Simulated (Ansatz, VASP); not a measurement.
# Sn: VASP beside Ansatz, part 2 of 4

Aim: how closely do two programs agree when they are given the same cell, functional and k mesh? The structure shown is the end of the Ansatz relaxation below.

VASP 6.6.1 and Ansatz 0.2.0.

So far: Starting point; Ansatz: relaxation, PBEsol.

## 3. VASP: single point, PBEsol, pair 1

Level of this step: PBEsol; plane waves and PAW (Sn_d) (VASP).

The same cell, functional, mesh and smearing now go to VASP, with its own data sets.

Lines of VASP's logs that name or quote its potential files are left out, and so is its time.

File INCAR:

```
SYSTEM = Sn
PREC = Accurate
ENCUT = 500
EDIFF = 1E-06
NELM = 120
ISMEAR = 0
SIGMA = 0.015
LREAL = .FALSE.
ALGO = Normal
GGA = PS
NBANDS = 20
LORBIT = 11
LWAVE = .FALSE.
LCHARG = .FALSE.
ISIF = 2
ISYM = 2
LASPH = .TRUE.
GGA_COMPAT = .FALSE.
KPAR = 2
```

File POSCAR:

```
Sn
1.0
    0.0000000000      3.3160249710      3.1388805126
    3.3160249710      0.0000000000      3.1388805126
    3.3160249710      3.3160249710      0.0000000000
Sn
2
Direct
    0.4998728561      0.4998728561      0.4999886174
    0.7501271439      0.7501271439      0.7500113826
```

File KPOINTS:

```
Points of the shifted mesh
1728
Reciprocal
 0.0416666667  0.0416666667  0.0416666667 1
 0.0416666667  0.0416666667  0.1250000000 1
 0.0416666667  0.0416666667  0.2083333333 1
 0.0416666667  0.0416666667  0.2916666667 1
 0.0416666667  0.0416666667  0.3750000000 1
 0.0416666667  0.0416666667  0.4583333333 1
 0.0416666667  0.0416666667  0.5416666667 1
 0.0416666667  0.0416666667  0.6250000000 1
 0.0416666667  0.0416666667  0.7083333333 1
 0.0416666667  0.0416666667  0.7916666667 1
 0.0416666667  0.0416666667  0.8750000000 1
 0.0416666667  0.0416666667  0.9583333333 1
 0.0416666667  0.1250000000  0.0416666667 1
 0.0416666667  0.1250000000  0.1250000000 1
 0.0416666667  0.1250000000  0.2083333333 1
 0.0416666667  0.1250000000  0.2916666667 1
 0.0416666667  0.1250000000  0.3750000000 1
 0.0416666667  0.1250000000  0.4583333333 1
 0.0416666667  0.1250000000  0.5416666667 1
 0.0416666667  0.1250000000  0.6250000000 1
 0.0416666667  0.1250000000  0.7083333333 1
 0.0416666667  0.1250000000  0.7916666667 1
 0.0416666667  0.1250000000  0.8750000000 1
 0.0416666667  0.1250000000  0.9583333333 1
 0.0416666667  0.2083333333  0.0416666667 1
 0.0416666667  0.2083333333  0.1250000000 1
 0.0416666667  0.2083333333  0.2083333333 1
 0.0416666667  0.2083333333  0.2916666667 1
 0.0416666667  0.2083333333  0.3750000000 1
 0.0416666667  0.2083333333  0.4583333333 1
 0.0416666667  0.2083333333  0.5416666667 1
 0.0416666667  0.2083333333  0.6250000000 1
 0.0416666667  0.2083333333  0.7083333333 1
 0.0416666667  0.2083333333  0.7916666667 1
 0.0416666667  0.2083333333  0.8750000000 1
 0.0416666667  0.2083333333  0.9583333333 1
 0.0416666667  0.2916666667  0.0416666667 1
 0.0416666667  0.2916666667  0.1250000000 1
 0.0416666667  0.2916666667  0.2083333333 1
 0.0416666667  0.2916666667  0.2916666667 1
 0.0416666667  0.2916666667  0.3750000000 1
 0.0416666667  0.2916666667  0.4583333333 1
 0.0416666667  0.2916666667  0.5416666667 1
 0.0416666667  0.2916666667  0.6250000000 1
 0.0416666667  0.2916666667  0.7083333333 1
 0.0416666667  0.2916666667  0.7916666667 1
 0.0416666667  0.2916666667  0.8750000000 1
 0.0416666667  0.2916666667  0.9583333333 1
 0.0416666667  0.3750000000  0.0416666667 1
 0.0416666667  0.3750000000  0.1250000000 1
 0.0416666667  0.3750000000  0.2083333333 1
 0.0416666667  0.3750000000  0.2916666667 1
 0.0416666667  0.3750000000  0.3750000000 1
 0.0416666667  0.3750000000  0.4583333333 1
 0.0416666667  0.3750000000  0.5416666667 1
 0.0416666667  0.3750000000  0.6250000000 1
 0.0416666667  0.3750000000  0.7083333333 1
 0.0416666667  0.3750000000  0.7916666667 1
 0.0416666667  0.3750000000  0.8750000000 1
 0.0416666667  0.3750000000  0.9583333333 1
 0.0416666667  0.4583333333  0.0416666667 1
 0.0416666667  0.4583333333  0.1250000000 1
 0.0416666667  0.4583333333  0.2083333333 1
 0.0416666667  0.4583333333  0.2916666667 1
 0.0416666667  0.4583333333  0.3750000000 1
 0.0416666667  0.4583333333  0.4583333333 1
 0.0416666667  0.4583333333  0.5416666667 1
 0.0416666667  0.4583333333  0.6250000000 1
 0.0416666667  0.4583333333  0.7083333333 1
 0.0416666667  0.4583333333  0.7916666667 1
 0.0416666667  0.4583333333  0.8750000000 1
 0.0416666667  0.4583333333  0.9583333333 1
 0.0416666667  0.5416666667  0.0416666667 1
 0.0416666667  0.5416666667  0.1250000000 1
 0.0416666667  0.5416666667  0.2083333333 1
 0.0416666667  0.5416666667  0.2916666667 1
 0.0416666667  0.5416666667  0.3750000000 1
 0.0416666667  0.5416666667  0.4583333333 1
 0.0416666667  0.5416666667  0.5416666667 1
 0.0416666667  0.5416666667  0.6250000000 1
 0.0416666667  0.5416666667  0.7083333333 1
 0.0416666667  0.5416666667  0.7916666667 1
 0.0416666667  0.5416666667  0.8750000000 1
 0.0416666667  0.5416666667  0.9583333333 1
 0.0416666667  0.6250000000  0.0416666667 1
 0.0416666667  0.6250000000  0.1250000000 1
 0.0416666667  0.6250000000  0.2083333333 1
 0.0416666667  0.6250000000  0.2916666667 1
 0.0416666667  0.6250000000  0.3750000000 1
 0.0416666667  0.6250000000  0.4583333333 1
 0.0416666667  0.6250000000  0.5416666667 1
 0.0416666667  0.6250000000  0.6250000000 1
 0.0416666667  0.6250000000  0.7083333333 1
 0.0416666667  0.6250000000  0.7916666667 1
 0.0416666667  0.6250000000  0.8750000000 1
 0.0416666667  0.6250000000  0.9583333333 1
 0.0416666667  0.7083333333  0.0416666667 1
 0.0416666667  0.7083333333  0.1250000000 1
 0.0416666667  0.7083333333  0.2083333333 1
 0.0416666667  0.7083333333  0.2916666667 1
 0.0416666667  0.7083333333  0.3750000000 1
 0.0416666667  0.7083333333  0.4583333333 1
 0.0416666667  0.7083333333  0.5416666667 1
 0.0416666667  0.7083333333  0.6250000000 1
 0.0416666667  0.7083333333  0.7083333333 1
 0.0416666667  0.7083333333  0.7916666667 1
 0.0416666667  0.7083333333  0.8750000000 1
 0.0416666667  0.7083333333  0.9583333333 1
 0.0416666667  0.7916666667  0.0416666667 1
 0.0416666667  0.7916666667  0.1250000000 1
 0.0416666667  0.7916666667  0.2083333333 1
 0.0416666667  0.7916666667  0.2916666667 1
[... 1390 lines left out ...]
 0.8750000000  0.4583333333  0.1250000000 1
 0.8750000000  0.4583333333  0.2083333333 1
 0.8750000000  0.4583333333  0.2916666667 1
 0.8750000000  0.4583333333  0.3750000000 1
 0.8750000000  0.4583333333  0.4583333333 1
 0.8750000000  0.4583333333  0.5416666667 1
 0.8750000000  0.4583333333  0.6250000000 1
 0.8750000000  0.4583333333  0.7083333333 1
 0.8750000000  0.4583333333  0.7916666667 1
 0.8750000000  0.4583333333  0.8750000000 1
 0.8750000000  0.4583333333  0.9583333333 1
 0.8750000000  0.5416666667  0.0416666667 1
 0.8750000000  0.5416666667  0.1250000000 1
 0.8750000000  0.5416666667  0.2083333333 1
 0.8750000000  0.5416666667  0.2916666667 1
 0.8750000000  0.5416666667  0.3750000000 1
 0.8750000000  0.5416666667  0.4583333333 1
 0.8750000000  0.5416666667  0.5416666667 1
 0.8750000000  0.5416666667  0.6250000000 1
 0.8750000000  0.5416666667  0.7083333333 1
 0.8750000000  0.5416666667  0.7916666667 1
 0.8750000000  0.5416666667  0.8750000000 1
 0.8750000000  0.5416666667  0.9583333333 1
 0.8750000000  0.6250000000  0.0416666667 1
 0.8750000000  0.6250000000  0.1250000000 1
 0.8750000000  0.6250000000  0.2083333333 1
 0.8750000000  0.6250000000  0.2916666667 1
 0.8750000000  0.6250000000  0.3750000000 1
 0.8750000000  0.6250000000  0.4583333333 1
 0.8750000000  0.6250000000  0.5416666667 1
 0.8750000000  0.6250000000  0.6250000000 1
 0.8750000000  0.6250000000  0.7083333333 1
 0.8750000000  0.6250000000  0.7916666667 1
 0.8750000000  0.6250000000  0.8750000000 1
 0.8750000000  0.6250000000  0.9583333333 1
 0.8750000000  0.7083333333  0.0416666667 1
 0.8750000000  0.7083333333  0.1250000000 1
 0.8750000000  0.7083333333  0.2083333333 1
 0.8750000000  0.7083333333  0.2916666667 1
 0.8750000000  0.7083333333  0.3750000000 1
 0.8750000000  0.7083333333  0.4583333333 1
 0.8750000000  0.7083333333  0.5416666667 1
 0.8750000000  0.7083333333  0.6250000000 1
 0.8750000000  0.7083333333  0.7083333333 1
 0.8750000000  0.7083333333  0.7916666667 1
 0.8750000000  0.7083333333  0.8750000000 1
 0.8750000000  0.7083333333  0.9583333333 1
 0.8750000000  0.7916666667  0.0416666667 1
 0.8750000000  0.7916666667  0.1250000000 1
 0.8750000000  0.7916666667  0.2083333333 1
 0.8750000000  0.7916666667  0.2916666667 1
 0.8750000000  0.7916666667  0.3750000000 1
 0.8750000000  0.7916666667  0.4583333333 1
 0.8750000000  0.7916666667  0.5416666667 1
 0.8750000000  0.7916666667  0.6250000000 1
 0.8750000000  0.7916666667  0.7083333333 1
 0.8750000000  0.7916666667  0.7916666667 1
 0.8750000000  0.7916666667  0.8750000000 1
 0.8750000000  0.7916666667  0.9583333333 1
 0.8750000000  0.8750000000  0.0416666667 1
 0.8750000000  0.8750000000  0.1250000000 1
 0.8750000000  0.8750000000  0.2083333333 1
 0.8750000000  0.8750000000  0.2916666667 1
 0.8750000000  0.8750000000  0.3750000000 1
 0.8750000000  0.8750000000  0.4583333333 1
 0.8750000000  0.8750000000  0.5416666667 1
 0.8750000000  0.8750000000  0.6250000000 1
 0.8750000000  0.8750000000  0.7083333333 1
 0.8750000000  0.8750000000  0.7916666667 1
 0.8750000000  0.8750000000  0.8750000000 1
 0.8750000000  0.8750000000  0.9583333333 1
 0.8750000000  0.9583333333  0.0416666667 1
 0.8750000000  0.9583333333  0.1250000000 1
 0.8750000000  0.9583333333  0.2083333333 1
 0.8750000000  0.9583333333  0.2916666667 1
 0.8750000000  0.9583333333  0.3750000000 1
 0.8750000000  0.9583333333  0.4583333333 1
 0.8750000000  0.9583333333  0.5416666667 1
 0.8750000000  0.9583333333  0.6250000000 1
 0.8750000000  0.9583333333  0.7083333333 1
 0.8750000000  0.9583333333  0.7916666667 1
 0.8750000000  0.9583333333  0.8750000000 1
 0.8750000000  0.9583333333  0.9583333333 1
 0.9583333333  0.0416666667  0.0416666667 1
 0.9583333333  0.0416666667  0.1250000000 1
 0.9583333333  0.0416666667  0.2083333333 1
 0.9583333333  0.0416666667  0.2916666667 1
 0.9583333333  0.0416666667  0.3750000000 1
 0.9583333333  0.0416666667  0.4583333333 1
 0.9583333333  0.0416666667  0.5416666667 1
 0.9583333333  0.0416666667  0.6250000000 1
 0.9583333333  0.0416666667  0.7083333333 1
 0.9583333333  0.0416666667  0.7916666667 1
 0.9583333333  0.0416666667  0.8750000000 1
 0.9583333333  0.0416666667  0.9583333333 1
 0.9583333333  0.1250000000  0.0416666667 1
 0.9583333333  0.1250000000  0.1250000000 1
 0.9583333333  0.1250000000  0.2083333333 1
 0.9583333333  0.1250000000  0.2916666667 1
 0.9583333333  0.1250000000  0.3750000000 1
 0.9583333333  0.1250000000  0.4583333333 1
 0.9583333333  0.1250000000  0.5416666667 1
 0.9583333333  0.1250000000  0.6250000000 1
 0.9583333333  0.1250000000  0.7083333333 1
 0.9583333333  0.1250000000  0.7916666667 1
 0.9583333333  0.1250000000  0.8750000000 1
 0.9583333333  0.1250000000  0.9583333333 1
 0.9583333333  0.2083333333  0.0416666667 1
 0.9583333333  0.2083333333  0.1250000000 1
 0.9583333333  0.2083333333  0.2083333333 1
 0.9583333333  0.2083333333  0.2916666667 1
 0.9583333333  0.2083333333  0.3750000000 1
 0.9583333333  0.2083333333  0.4583333333 1
 0.9583333333  0.2083333333  0.5416666667 1
 0.9583333333  0.2083333333  0.6250000000 1
 0.9583333333  0.2083333333  0.7083333333 1
 0.9583333333  0.2083333333  0.7916666667 1
 0.9583333333  0.2083333333  0.8750000000 1
 0.9583333333  0.2083333333  0.9583333333 1
 0.9583333333  0.2916666667  0.0416666667 1
 0.9583333333  0.2916666667  0.1250000000 1
 0.9583333333  0.2916666667  0.2083333333 1
 0.9583333333  0.2916666667  0.2916666667 1
 0.9583333333  0.2916666667  0.3750000000 1
 0.9583333333  0.2916666667  0.4583333333 1
 0.9583333333  0.2916666667  0.5416666667 1
 0.9583333333  0.2916666667  0.6250000000 1
 0.9583333333  0.2916666667  0.7083333333 1
 0.9583333333  0.2916666667  0.7916666667 1
 0.9583333333  0.2916666667  0.8750000000 1
 0.9583333333  0.2916666667  0.9583333333 1
 0.9583333333  0.3750000000  0.0416666667 1
 0.9583333333  0.3750000000  0.1250000000 1
 0.9583333333  0.3750000000  0.2083333333 1
 0.9583333333  0.3750000000  0.2916666667 1
 0.9583333333  0.3750000000  0.3750000000 1
 0.9583333333  0.3750000000  0.4583333333 1
 0.9583333333  0.3750000000  0.5416666667 1
 0.9583333333  0.3750000000  0.6250000000 1
 0.9583333333  0.3750000000  0.7083333333 1
 0.9583333333  0.3750000000  0.7916666667 1
 0.9583333333  0.3750000000  0.8750000000 1
 0.9583333333  0.3750000000  0.9583333333 1
 0.9583333333  0.4583333333  0.0416666667 1
 0.9583333333  0.4583333333  0.1250000000 1
 0.9583333333  0.4583333333  0.2083333333 1
 0.9583333333  0.4583333333  0.2916666667 1
 0.9583333333  0.4583333333  0.3750000000 1
 0.9583333333  0.4583333333  0.4583333333 1
 0.9583333333  0.4583333333  0.5416666667 1
 0.9583333333  0.4583333333  0.6250000000 1
 0.9583333333  0.4583333333  0.7083333333 1
 0.9583333333  0.4583333333  0.7916666667 1
 0.9583333333  0.4583333333  0.8750000000 1
 0.9583333333  0.4583333333  0.9583333333 1
 0.9583333333  0.5416666667  0.0416666667 1
 0.9583333333  0.5416666667  0.1250000000 1
 0.9583333333  0.5416666667  0.2083333333 1
 0.9583333333  0.5416666667  0.2916666667 1
 0.9583333333  0.5416666667  0.3750000000 1
 0.9583333333  0.5416666667  0.4583333333 1
 0.9583333333  0.5416666667  0.5416666667 1
 0.9583333333  0.5416666667  0.6250000000 1
 0.9583333333  0.5416666667  0.7083333333 1
 0.9583333333  0.5416666667  0.7916666667 1
 0.9583333333  0.5416666667  0.8750000000 1
 0.9583333333  0.5416666667  0.9583333333 1
 0.9583333333  0.6250000000  0.0416666667 1
 0.9583333333  0.6250000000  0.1250000000 1
 0.9583333333  0.6250000000  0.2083333333 1
 0.9583333333  0.6250000000  0.2916666667 1
 0.9583333333  0.6250000000  0.3750000000 1
 0.9583333333  0.6250000000  0.4583333333 1
 0.9583333333  0.6250000000  0.5416666667 1
 0.9583333333  0.6250000000  0.6250000000 1
 0.9583333333  0.6250000000  0.7083333333 1
 0.9583333333  0.6250000000  0.7916666667 1
 0.9583333333  0.6250000000  0.8750000000 1
 0.9583333333  0.6250000000  0.9583333333 1
 0.9583333333  0.7083333333  0.0416666667 1
 0.9583333333  0.7083333333  0.1250000000 1
 0.9583333333  0.7083333333  0.2083333333 1
 0.9583333333  0.7083333333  0.2916666667 1
 0.9583333333  0.7083333333  0.3750000000 1
 0.9583333333  0.7083333333  0.4583333333 1
 0.9583333333  0.7083333333  0.5416666667 1
 0.9583333333  0.7083333333  0.6250000000 1
 0.9583333333  0.7083333333  0.7083333333 1
 0.9583333333  0.7083333333  0.7916666667 1
 0.9583333333  0.7083333333  0.8750000000 1
 0.9583333333  0.7083333333  0.9583333333 1
 0.9583333333  0.7916666667  0.0416666667 1
 0.9583333333  0.7916666667  0.1250000000 1
 0.9583333333  0.7916666667  0.2083333333 1
 0.9583333333  0.7916666667  0.2916666667 1
 0.9583333333  0.7916666667  0.3750000000 1
 0.9583333333  0.7916666667  0.4583333333 1
 0.9583333333  0.7916666667  0.5416666667 1
 0.9583333333  0.7916666667  0.6250000000 1
 0.9583333333  0.7916666667  0.7083333333 1
 0.9583333333  0.7916666667  0.7916666667 1
 0.9583333333  0.7916666667  0.8750000000 1
 0.9583333333  0.7916666667  0.9583333333 1
 0.9583333333  0.8750000000  0.0416666667 1
 0.9583333333  0.8750000000  0.1250000000 1
 0.9583333333  0.8750000000  0.2083333333 1
 0.9583333333  0.8750000000  0.2916666667 1
 0.9583333333  0.8750000000  0.3750000000 1
 0.9583333333  0.8750000000  0.4583333333 1
 0.9583333333  0.8750000000  0.5416666667 1
 0.9583333333  0.8750000000  0.6250000000 1
 0.9583333333  0.8750000000  0.7083333333 1
 0.9583333333  0.8750000000  0.7916666667 1
 0.9583333333  0.8750000000  0.8750000000 1
 0.9583333333  0.8750000000  0.9583333333 1
 0.9583333333  0.9583333333  0.0416666667 1
 0.9583333333  0.9583333333  0.1250000000 1
 0.9583333333  0.9583333333  0.2083333333 1
 0.9583333333  0.9583333333  0.2916666667 1
 0.9583333333  0.9583333333  0.3750000000 1
 0.9583333333  0.9583333333  0.4583333333 1
 0.9583333333  0.9583333333  0.5416666667 1
 0.9583333333  0.9583333333  0.6250000000 1
 0.9583333333  0.9583333333  0.7083333333 1
 0.9583333333  0.9583333333  0.7916666667 1
 0.9583333333  0.9583333333  0.8750000000 1
 0.9583333333  0.9583333333  0.9583333333 1
```

PAW data sets: Sn_d (PBE family, release 64).

The run is started by

```
> mpirun -np 2 vasp_std
```

The log of the run:

```text
[banner, memory and clock lines left out]
running    2 mpi-ranks, on    1 nodes
 distrk:  each k-point on    1 cores,    2 groups
 distr:  one band on    1 cores,    1 groups

 POSCAR found type information on POSCAR Sn
 POSCAR found :  1 types and       2 ions
|                                                                             |
|               ----> ADVICE to this user running VASP <----                  |
|                                                                             |
|     You enforced a specific xc type in the INCAR file but a different       |
|     [... a line on the potential file left out ...]
|     I HOPE YOU KNOW WHAT YOU ARE DOING!                                     |
|                                                                             |

 LDA part: xc-table for (Slater+PW92), standard interpolation
 POSCAR, INCAR and KPOINTS ok, starting setup
 FFT: planning ... GRIDC
 FFT: planning ... GRID_SOFT
 FFT: planning ... GRID
 WAVECAR not read
 entering main loop
       N       E                     dE             d eps       ncg     rms          rms(c)
DAV:   1     0.220577125507E+03    0.22058E+03   -0.14753E+04 69544   0.198E+03
DAV:   2     0.146385481099E+02   -0.20594E+03   -0.20217E+03 69360   0.439E+02
DAV:   3    -0.781394591086E+01   -0.22452E+02   -0.22316E+02 79148   0.142E+02
DAV:   4    -0.852904109317E+01   -0.71510E+00   -0.71471E+00 78388   0.285E+01
DAV:   5    -0.855391758899E+01   -0.24876E-01   -0.24876E-01 95376   0.518E+00    0.322E+00
DAV:   6    -0.848414666900E+01    0.69771E-01   -0.43671E-02 93240   0.278E+00    0.182E+00
DAV:   7    -0.845058984738E+01    0.33557E-01   -0.54189E-02 78444   0.264E+00    0.166E-01
DAV:   8    -0.845154379757E+01   -0.95395E-03   -0.72942E-03 76108   0.104E+00    0.540E-02
DAV:   9    -0.845178784505E+01   -0.24405E-03   -0.35080E-04 85180   0.149E-01    0.106E-02
DAV:  10    -0.845179987752E+01   -0.12032E-04   -0.19994E-05 83680   0.406E-02    0.508E-03
DAV:  11    -0.845180150898E+01   -0.16315E-05   -0.25663E-06 60656   0.130E-02    0.796E-04
DAV:  12    -0.845180138326E+01    0.12572E-06   -0.22693E-07 47584   0.705E-03
   1 F= -.84518014E+01 E0= -.84517897E+01  d E =-.232976E-04
```

(Part 2 of 4 ends here.)

[Lines on the potential files, build, host, timing and source positions are cut from VASP's logs without a mark.]

[Logs are printed without paths, hosts, clocks, repeated set-up lines and the standing remarks that a program may print on its own settings, such as how far it seeks lower states.]

[Hosts, paths, dates, database ids (printed as entryN), source tags and the programs' standing remarks are cut or masked in the printed files.]
